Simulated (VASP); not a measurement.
Level of theory: PBEsol GGA, VASP's PBE PAW potentials (set 64) (plane waves; VASP).

VASP input:

INCAR:
```
SYSTEM  =  PPd
GGA  =  PS
ENCUT  =  480
ALGO  =  Normal   # blocked Davidson
LASPH  =  .TRUE.   # aspherical one-centre terms
PREC  =  Accurate
SIGMA  =  0.1   # width (eV)
EDIFFG  =  -0.01   # ionic stop
NELM  =  100
EDIFF  =  1E-7
LCHARG  =  .FALSE.
LREAL  =  .FALSE.   # projection in real space or not
IBRION  =  2
NSW  =  30
LWAVE  =  .FALSE.
ISIF  =  2   # forces and stress, cell fixed
ISMEAR  =  1
LMAXMIX  =  4   # l cut-off of mixed one-centre charges
```

POSCAR:
```
PPd
1.0
  1.6975911335  -5.4242187625   0.0000000000
  1.6975911335   5.4242187625   0.0000000000
  0.0000000000   0.0000000000   2.9878316555
P Pd
2 2
direct
  0.5847642791   0.4152357209   0.2500000000
  0.4152357209   0.5847642791   0.7500000000
  0.8251564409   0.1748435591   0.2500000000
  0.1748435591   0.8251564409   0.7500000000
```

File KPOINTS:
```
Automatic mesh
0
Gamma
8 8 10
0 0 0
```

POTCAR, in this order: P Pd (PBE.64 set). Program: vasp_std.

The run wrote:

OSZICAR:
```
       N       E                     dE             d eps       ncg     rms          rms(c)
DAV:   1     0.155525351731E+03    0.15553E+03   -0.14239E+04  4788   0.141E+03
DAV:   2    -0.177866260472E+02   -0.17331E+03   -0.16662E+03  5202   0.293E+02
DAV:   3    -0.251768315707E+02   -0.73902E+01   -0.71840E+01  5866   0.575E+01
DAV:   4    -0.252850656612E+02   -0.10823E+00   -0.10805E+00  5492   0.721E+00
DAV:   5    -0.252869591327E+02   -0.18935E-02   -0.18929E-02  5734   0.912E-01    0.175E+01
DAV:   6    -0.246113512209E+02    0.67561E+00   -0.73792E+00  5565   0.257E+01    0.100E+01
DAV:   7    -0.243643292164E+02    0.24702E+00   -0.16834E+00  5476   0.132E+01    0.553E+00
DAV:   8    -0.243218459329E+02    0.42483E-01   -0.11750E-01  5208   0.287E+00    0.819E-01
DAV:   9    -0.243170765773E+02    0.47694E-02   -0.18693E-02  5568   0.121E+00    0.280E-01
DAV:  10    -0.243171802077E+02   -0.10363E-03   -0.28962E-03  5372   0.425E-01    0.127E-01
DAV:  11    -0.243172088201E+02   -0.28612E-04   -0.47225E-04  5461   0.213E-01    0.458E-02
DAV:  12    -0.243171672076E+02    0.41613E-04   -0.16460E-04  5398   0.136E-01    0.105E-02
DAV:  13    -0.243171671712E+02    0.36391E-07   -0.10554E-05  5285   0.211E-02    0.322E-03
DAV:  14    -0.243171670866E+02    0.84568E-07   -0.19082E-07  3769   0.395E-03
   1 F= -.24317167E+02 E0= -.24317293E+02  d E =-.243172E+02
       N       E                     dE             d eps       ncg     rms          rms(c)
DAV:   1    -0.243273649989E+02   -0.10198E-01   -0.53237E-01  4854   0.428E+00    0.481E-01
DAV:   2    -0.243293327785E+02   -0.19678E-02   -0.23330E-02  5575   0.101E+00    0.188E-01
DAV:   3    -0.243291833129E+02    0.14947E-03   -0.57181E-04  5441   0.227E-01    0.102E-01
DAV:   4    -0.243291475561E+02    0.35757E-04   -0.24664E-04  5482   0.127E-01    0.396E-02
DAV:   5    -0.243291448522E+02    0.27039E-05   -0.21640E-05  5541   0.390E-02    0.130E-02
DAV:   6    -0.243291429294E+02    0.19229E-05   -0.43333E-06  5246   0.147E-02    0.513E-03
DAV:   7    -0.243291428530E+02    0.76332E-07   -0.55886E-07  5170   0.487E-03
   2 F= -.24329143E+02 E0= -.24329598E+02  d E =-.119758E-01
       N       E                     dE             d eps       ncg     rms          rms(c)
DAV:   1    -0.243319850638E+02   -0.28421E-02   -0.34692E-01  4866   0.346E+00    0.394E-01
DAV:   2    -0.243333261320E+02   -0.13411E-02   -0.15952E-02  5623   0.831E-01    0.156E-01
DAV:   3    -0.243332405263E+02    0.85606E-04   -0.44222E-04  5414   0.204E-01    0.845E-02
DAV:   4    -0.243332179357E+02    0.22591E-04   -0.14034E-04  5464   0.990E-02    0.343E-02
DAV:   5    -0.243332162217E+02    0.17140E-05   -0.12432E-05  5454   0.272E-02    0.899E-03
DAV:   6    -0.243332150832E+02    0.11385E-05   -0.24915E-06  5267   0.114E-02    0.390E-03
DAV:   7    -0.243332150085E+02    0.74664E-07   -0.31393E-07  4660   0.377E-03
   3 F= -.24333215E+02 E0= -.24333729E+02  d E =-.160479E-01
       N       E                     dE             d eps       ncg     rms          rms(c)
DAV:   1    -0.243332703537E+02   -0.55271E-04   -0.13053E-02  4890   0.672E-01    0.757E-02
DAV:   2    -0.243333213263E+02   -0.50973E-04   -0.59910E-04  5650   0.161E-01    0.301E-02
DAV:   3    -0.243333177117E+02    0.36146E-05   -0.15802E-05  5407   0.381E-02    0.162E-02
DAV:   4    -0.243333167332E+02    0.97853E-06   -0.55449E-06  5466   0.195E-02    0.640E-03
DAV:   5    -0.243333165227E+02    0.21046E-06   -0.46816E-07  5190   0.543E-03    0.174E-03
DAV:   6    -0.243333164245E+02    0.98161E-07   -0.81881E-08  2802   0.217E-03
   4 F= -.24333316E+02 E0= -.24333836E+02  d E =-.161493E-01
       N       E                     dE             d eps       ncg     rms          rms(c)
DAV:   1    -0.243333096782E+02    0.68445E-05   -0.82035E-04  4878   0.169E-01    0.187E-02
DAV:   2    -0.243333129818E+02   -0.33036E-05   -0.37466E-05  5638   0.402E-02    0.754E-03
DAV:   3    -0.243333128848E+02    0.96927E-07   -0.99960E-07  5399   0.958E-03
   5 F= -.24333313E+02 E0= -.24333832E+02  d E =-.161458E-01
       N       E                     dE             d eps       ncg     rms          rms(c)
DAV:   1    -0.243334271648E+02   -0.11418E-03   -0.14206E-01  4788   0.220E+00    0.364E-02
DAV:   2    -0.243335895742E+02   -0.16241E-03   -0.18883E-03  5376   0.339E-01    0.296E-02
DAV:   3    -0.243335806337E+02    0.89405E-05   -0.60157E-05  5269   0.610E-02    0.202E-02
DAV:   4    -0.243335734224E+02    0.72113E-05   -0.94209E-06  5411   0.199E-02    0.111E-02
DAV:   5    -0.243335717225E+02    0.16999E-05   -0.14138E-05  5025   0.228E-02    0.441E-03
DAV:   6    -0.243335712689E+02    0.45357E-06   -0.16607E-06  5073   0.852E-03    0.143E-03
DAV:   7    -0.243335712542E+02    0.14700E-07   -0.52986E-08  2661   0.166E-03
   6 F= -.24333571E+02 E0= -.24334068E+02  d E =-.258369E-03
       N       E                     dE             d eps       ncg     rms          rms(c)
DAV:   1    -0.243335751170E+02   -0.38481E-05   -0.10115E-02  4794   0.587E-01    0.989E-03
DAV:   2    -0.243335866387E+02   -0.11522E-04   -0.13462E-04  5382   0.906E-02    0.789E-03
DAV:   3    -0.243335860408E+02    0.59798E-06   -0.43091E-06  5269   0.163E-02    0.539E-03
DAV:   4    -0.243335855196E+02    0.52114E-06   -0.67852E-07  5240   0.534E-03    0.294E-03
DAV:   5    -0.243335854011E+02    0.11857E-06   -0.99154E-07  4941   0.603E-03    0.118E-03
DAV:   6    -0.243335853673E+02    0.33735E-07   -0.10992E-07  2535   0.226E-03
   7 F= -.24333585E+02 E0= -.24334075E+02  d E =-.272482E-03
```

OUTCAR:
```
------------------------ aborting loop because EDIFF is reached ----------------------------------------
  FORCE on cell =-STRESS in cart. coord.  units (eV):
  Direction    XX          YY          ZZ          XY          YZ          ZX
  --------------------------------------------------------------------------------------
  Total        3.1856502      2.2410859      2.1927005      0.0000000      0.0000000      0.0000000
  in kB       92.7581886     65.2548315     63.8459701      0.0000000      0.0000000      0.0000000
  external PRESSURE =      73.9529967 kB  Pullay stress =       0.0000000 kB
  volume of cell :       55.02
      direct lattice vectors                 reciprocal lattice vectors
     1.697591134 -5.424218762  0.000000000     0.294534997 -0.092179173  0.000000000
     1.697591134  5.424218762  0.000000000     0.294534997  0.092179173  0.000000000
     0.000000000  0.000000000  2.987831655     0.000000000  0.000000000  0.334690878
 POSITION                                       TOTAL-FORCE (eV/Angst)
 -----------------------------------------------------------------------------------
      1.69759     -0.88427      0.74696         0.000000      0.007922     -0.000000
      1.69759      0.88427      2.24087         0.000000     -0.007922      0.000000
      1.69759     -3.53793      0.74696         0.000000     -0.001031     -0.000000
      1.69759      3.53793      2.24087         0.000000      0.001031     -0.000000
 -----------------------------------------------------------------------------------
    total drift:                                0.000000      0.000000     -0.000000
  FREE ENERGIE OF THE ION-ELECTRON SYSTEM (eV)
  ---------------------------------------------------
  free  energy   TOTEN  =       -24.3335853673 eV

  energy  without entropy=      -24.3350557206  energy(sigma->0) =      -24.33407549

 reached required accuracy - stopping structural energy minimisation
```
(Selected blocks of OUTCAR.)

**CONTCAR**
```
PPd
   1.00000000000000
     1.6975911335000000   -5.4242187624999998    0.0000000000000000
     1.6975911335000000    5.4242187624999998    0.0000000000000000
     0.0000000000000000    0.0000000000000000    2.9878316555000000
  P               Pd
     2     2
Direct
     0.5815110741624931    0.4184889258375067    0.2500000000000000
     0.4184889258375067    0.5815110741624931    0.7500000000000000
     0.8261232450738206    0.1738767549261796    0.2500000000000000
     0.1738767549261796    0.8261232450738206    0.7500000000000000
```

The structure was generated: PPd was put into the CrB type (Cmcm), which need not be its known phase. This cell was strained or had an atom moved on purpose. Symmetry was kept, so distortions that lower it aren't found.
